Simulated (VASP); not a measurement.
Data:

```xyz
1
Lattice="0.0000 2.6422 2.6422 2.6422 0.0000 2.6422 2.6422 2.6422 0.0000" Properties=species:S:1:pos:R:3 pbc="T T T"
Yb     0.0000     0.0000     0.0000
```

All values below come from PBE GGA with D3 dispersion (Becke-Johnson damping), VASP's PBE PAW potentials (set 64) (plane waves; VASP). Run with 520 eV cut-off, 8×8×8 Γ-centred mesh, Gaussian smearing of 0.050 eV, potentials Yb_2.

The 4f electrons are frozen in the core of the lanthanide potential, so 4f levels, which can set the real gap, and their magnetism are missing.

### Question
Estimate the energy per atom (σ→0).

### Answer

```
Quantity                       Result
---------------------  --------------
energy per atom (σ→0)  -1.761 eV/atom
```

The compound is Yb in the fcc structure. It was relaxed first, which changed the volume by -10 %. The start is the result of an earlier pass.
